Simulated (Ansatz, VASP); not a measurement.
# SbP: VASP beside Ansatz, part 2 of 2

Aim: how closely do two programs agree when they are given the same cell, functional and k mesh? The cell is generated by rule, not measured, and may not be a known phase. The cell is taken from a series of runs on this material, whose earlier steps may have relaxed, scaled, displaced or heated it; both programs get it as it stands.

VASP 6.6.1 and Ansatz 0.2.0.

So far: Starting point; VASP: zone-centre phonons, LDA.

The structure was built from a prototype and need not be the compound's stable phase.

## (3) Ansatz: zone-centre phonons, LDA

Level of this step: Ansatz beside VASP: Kohn-Sham DFT, plane waves, LDA (Ansatz).

Ansatz runs on its default PAW (the set named soft_2) files.

The same cell, functional (in two slightly different forms), mesh and smearing now go to Ansatz, which takes its cutoff from its data sets.

input.yaml reads:

```yaml
crystal:
  lattice:
    - [4.6724678166, 0.0, 0.0]
    - [-2.3362339083, 4.0464758275, 0.0]
    - [0.0, 0.0, 5.669902959]
  atoms:
    - { symbol: Sb, position: [0.3333333333, 0.6666666667, 0.2358450737] }
    - { symbol: Sb, position: [0.6666666667, 0.3333333333, 0.7358450737] }
    - { symbol: P, position: [0.6666666667, 0.3333333333, 0.2829677938] }
    - { symbol: P, position: [0.3333333333, 0.6666666667, 0.7829677938] }
kpoints:
  mp_grid: { grid: [9, 9, 8] }
hamiltonian:
  xc: lda
scf:
  occupations: { method: methfessel_paxton, width: 0.15 }
output:
  eigenvalues: true
phonons:
  method: dfpt
```

Run with:

```bash
$ ansatz run input.yaml --threads 4 --pin off --max-ram 7168MiB --backend cpu --events-out ev --progress --plain --runs-dir out
```

Numbers of over 12 decimals in the logs are rounded to 6 here.

What it wrote:

```text
Engine: ansatz 0.2.0, aarch64-unknown-linux-gnu
Pseudopotentials: kind: paw
Pseudopotential: Sb, paw, valence charge 15, recommended cutoff 420 eV (normal), Sb.paw.azcp
Pseudopotential: P, paw, valence charge 5, recommended cutoff 420 eV (normal), P.paw.azcp
Functional definition: SPW92
  exchange = slater_x
  correlation = pw_c
Crystal: 4 atoms, lattice volume = 107.201 Å³
Basis set: ecut = 420 eV, 2125 PW (Γ), exchange–correlation on 64×64×80 points (8 copies of the dense FFT grid, shifted against one another)
Bands: 24, of which v1, the nominal top of the filled ones, is band 20 counted from 1 (19 counted from 0)
Symmetry: 12 space group operations
k-points: 185 of 648 (irreducible under 2 space group operations, time reversal used)
Non-local potential: Sb, projectors of the file, l = 0: 2, l = 1: 2, l = 2: 2, l = 3: 2
Non-local potential: P, projectors of the file, l = 0: 2, l = 1: 2, l = 2: 2
PAW form: soft (Blöchl's): semilocal exchange-correlation on the pseudo side does not see the compensation charge
PAW frozen core: Sb, regenerated for the run's functional, and the local potential with it (the file was generated under x = pbe(κ = 0.804, μ = 0.219515), c = pbe(β = 0.066725))
PAW frozen core: P, regenerated for the run's functional, and the local potential with it (the file was generated under x = pbe(κ = 0.804, μ = 0.219515), c = pbe(β = 0.066725))
PAW one-centre angular grid: Sb, 590 points (default); XC on 64 Gauss nodes
PAW one-centre angular grid: P, 110 points (default); XC on 64 Gauss nodes
Initial density: superposition of atomic densities (neutral atoms: chi_scale 0, normalization atom), corrected by the library's trained network
Initial wavefunctions: pseudopotential atomic-orbital guess
Functional: x = slater, c = lda
SCF iter   1: F=—  HF=-14122.400882 eV  |F-HF|=—  |Δ(HF+E_count)|=         —  Δρ=6.43e-3  dr2=4.41e-2  ethr=1.77e-3  ⟨swp⟩=8.3  Hψ=50434  notcnv=0
automatic band count: the SCF goes on with 28 bands, as 24 were too few: they end inside the smearing window of the response
preconditioner: auto → LDOS  [metal: Δε(μ)=0.039 eV  Ē_g=9.182 eV  σ=0.150 eV  W_gap=0.22  n_scr=22 (ndim 8)  ℏωp=16.0 eV  f_vac=0.052  D(μ)=1.77/eV (n_scr^D=8)  β→1.0]
SCF iter   2: F=—  HF=-14122.383883 eV  |F-HF|=—  |Δ(HF+E_count)|=   1.70e-2  S|Δr|=    0.00e0  Δρ=9.97e-4  dr2=1.15e-3  ethr=1.10e-4  ⟨swp⟩=2.1  Hψ=7976  notcnv=0
SCF iter   3: F=—  HF=-14122.383588 eV  |F-HF|=—  |Δ(HF+E_count)|=   2.95e-4  S|Δr|=    0.00e0  Δρ=2.88e-4  dr2=8.53e-5  ethr=2.87e-6  ⟨swp⟩=2.8  Hψ=9957  notcnv=0
SCF iter   4: F=—  HF=-14122.383563 eV  |F-HF|=—  |Δ(HF+E_count)|=   2.46e-5  S|Δr|=    0.00e0  Δρ=5.97e-5  dr2=6.04e-6  ethr=2.13e-7  ⟨swp⟩=2.0  Hψ=8478  notcnv=0
SCF iter   5: F=—  HF=-14122.383561 eV  |F-HF|=—  |Δ(HF+E_count)|=   2.68e-6  S|Δr|=    0.00e0  Δρ=2.27e-5  dr2=6.83e-7  ethr=1.51e-8  ⟨swp⟩=2.0  Hψ=8504  notcnv=0
SCF iter   6: F=—  HF=-14122.383567 eV  |F-HF|=—  |Δ(HF+E_count)|=   5.89e-6  S|Δr|=    0.00e0  Δρ=5.76e-6  dr2=5.20e-8  ethr=1.71e-9  ⟨swp⟩=2.0  Hψ=8506  notcnv=0
SCF iter   7: F=—  HF=-14122.383567 eV  |F-HF|=—  |Δ(HF+E_count)|=   1.45e-8  S|Δr|=    0.00e0  Δρ=1.83e-6  dr2=4.66e-9  ethr=1.30e-10  ⟨swp⟩=2.0  Hψ=8527  notcnv=0
SCF iter   8: F=—  HF=-14122.383567 eV  |F-HF|=—  |Δ(HF+E_count)|=   1.43e-9  S|Δr|=    0.00e0  Δρ=3.66e-7  dr2=1.17e-10  ethr=1.16e-11  ⟨swp⟩=2.2  Hψ=8598  notcnv=0
SCF iter   9: F=-14122.383567 eV  HF=-14122.383567 eV  |F-HF|=1.82e-12  |Δ(HF+E_count)|=  1.11e-10  S|Δr|=    0.00e0  Δρ=8.29e-8  dr2=7.84e-12  ethr=1.00e-12  ⟨swp⟩=14.1  Hψ=32330  notcnv=0
SCF 1 converged in 9 iterations: F = -14122.383567 eV  dr2 = 7.84e-12
  greatest PAW one-centre occupation: 0.998 electrons in one spin orbital (limit 2), on the Sb atom at site 0 (counted from 0), in its partial waves of l = 2
DFPT response loops at Γ: preconditioner auto → Kerker (q_TF=auto, 2.315 Å⁻¹) (partly filled bands, converged f_vac=0.054); β = 1.00, the filter's whole step (`scf.mixing.beta` (0.50) is not read by the response loops under this deck's `scf.mixing.preconditioner`; to damp them name `kerker` or `kerker_dos`, under which they read `scf.mixing.beta`, and type it under 1.00, their step now; both keys bind the ground state too); Broyden in place of MSR1
SCF converged after 9 iterations
Stability not checked: this state was not tested for a lower state beside it, because cold or Methfessel-Paxton smearing, or corrected tetrahedra, fill the levels in a way that the test cannot read (fill_not_monotonic; see scf.lower_state_search)
Free energy (F): -14122.383567 eV
Harris-Foulkes:  -14122.383567 eV  (|F-HF|=1.82e-12)
Internal energy: -14122.384640 eV  (E = F + TS)
E sigma→0 (E₀):  -14122.383835 eV
Entropy (-TS):   0.001073 eV (0.268 meV/atom)
Fermi energy:    7.857904 eV
Step filling:    the computed levels leave a gap of 0.0000 eV = 0.0 smearing widths at the electron count; against every level under it full and every level over it empty, smearing changes F+E_penalty+E_count by -0.084 meV and its σ→0 estimate by -0.353 meV
--- Per-component energies (eV) ---
  E_band       = -392.966951
  E_kinetic    = 555.612826
  E_local      = -3813.075880  (includes V_loc(G=0)·N_el)
  E_nonlocal   = 803.485468
  E_hartree    = 1690.820071
  E_xc         = -397.121845
  E_vxc        = -315.096472  (∫ρ·V_xc dr)
  E_paw        = -9932.429074  (= ΣΔE_a)
  E_vpaw       = -1005.533085  (= ΣTr[D̂ρ^β])
  E_aug_tail   = 0.000002  (compensation charges beyond the density's cutoff)
  E_ewald      = -3031.028559
  E_core_change = 1.352350  (= ΣΔE_core)
  E_smearing   = 0.001073  (= −TS)
  E_closure    = 0.000000  (closes the sum)
  Σ components = -14122.383567   (vs F -14122.383567, Δ=0.00e0)
--- Band table (eV; the first three rows and the last of 185) ---
  k-point 0: bands = [... 16 lower, 3.4816, 5.4540, 5.6583, 5.6583, 7.5319, 7.5319, 10.1557, 10.1557, ... 4 higher]
  k-point 1: bands = [... 16 lower, 3.4991, 5.5271, 5.5271, 5.9742, 7.5981, 7.5981, 9.9729, 9.9729, ... 4 higher]
  k-point 2: bands = [... 16 lower, 3.6759, 5.1913, 5.1913, 6.8966, 7.7918, 7.7918, 9.5340, 9.5340, ... 4 higher]
  k-point 184: bands = [... 16 lower, 5.6021, 5.6021, 7.1882, 7.1882, 8.4540, 8.4540, 9.2642, 9.2642, ... 4 higher]
--- Phonons (Γ-DFPT): 4 representative perturbations + reference, on 185 of 648 k-points (Σ response iterations 12) ---
  k mesh reduced under 2 symmetry operations, with k and −k counted as one. Each operation leaves every solved perturbation unchanged. A smaller set is not used because it would not reduce the number of displacements times k-points to solve
  ASR residual: 3.189e-5 → 0.000e0 eV/Å²; symmetrization residual: 3.182e-5 eV/Å²
  ASR residual per site (eV/Å²): 3.19e-5 3.19e-5 2.45e-5 2.45e-5
  Γ frequencies (cm⁻¹): 0.00 0.00 0.00 15.44 15.44 102.50 102.50 115.38 194.58 194.58 216.82 284.80
  non-analytic LO–TO correction: not included (Born effective charges unavailable; polar crystals: no LO–TO splitting at Γ)
```

Reading the cycles: dr2 is the Hartree energy of the density residual (eV), the measure of convergence; HF is the Harris–Foulkes estimate of the energy, which meets the free energy F at convergence.

## (4) Comparison

Known differences besides the potentials themselves: the data sets hold 40 valence electrons in Ansatz (on its default PAW (the set named soft_2) files) and 20 in VASP; the cutoff is 420 eV in Ansatz and 500 eV in VASP; VASP's log shows a relativistic correction to its local exchange, Ansatz's none. Total energies have different zeros and are not compared.

The two programs side by side:

```csv
quantity,Ansatz,VASP,difference
optical mode 1 to 2 (cm⁻¹),15.4,20.8,-5.4
optical mode 3 to 4 (cm⁻¹),102.5,107.6,-4.75 %
optical mode 5 (cm⁻¹),115.4,116.1,-0.65 %
optical mode 6 to 7 (cm⁻¹),194.6,197.5,-1.49 %
optical mode 8 (cm⁻¹),216.8,221.2,-1.98 %
optical mode 9 (cm⁻¹),284.8,289.3,-1.56 %
```

Modes are paired by rising frequency, not by their patterns, so a pair may set unlike modes beside each other; they are those without the splitting of longitudinal modes.

## (5) What came out

```json
{"r.m.s. difference of the optical zone-centre modes, each program's sorted by frequency (zone-centre phonons, LDA)": "4.3 cm⁻¹", "difference in optical mode 3 to 4 (zone-centre phonons, LDA)": "-4.8 %"}
```

In words: The r.m.s. difference of the optical zone-centre modes, each program's sorted by frequency is 4.3 cm⁻¹ (zone-centre phonons, LDA). The data sets hold unlike numbers of valence electrons (40 in Ansatz and 20 in VASP), so part of the differences comes from the potentials. Among the rows given in per cent, the largest difference of the zone-centre phonons, LDA pair is in optical mode 3 to 4, -4.8 %. Such differences can come from data sets, numerical settings and the points named under the comparisons, not from the functional's error against experiment.

[Lines on the potential files, build, host, timing and source positions are cut from VASP's logs without a mark.]

[Logs are printed without paths, hosts, clocks, repeated set-up lines and the standing remarks that a program may print on its own settings, such as how far it seeks lower states.]

[Hosts, paths, dates, database ids (printed as entryN), source tags and the programs' standing remarks are cut or masked in the printed files.]
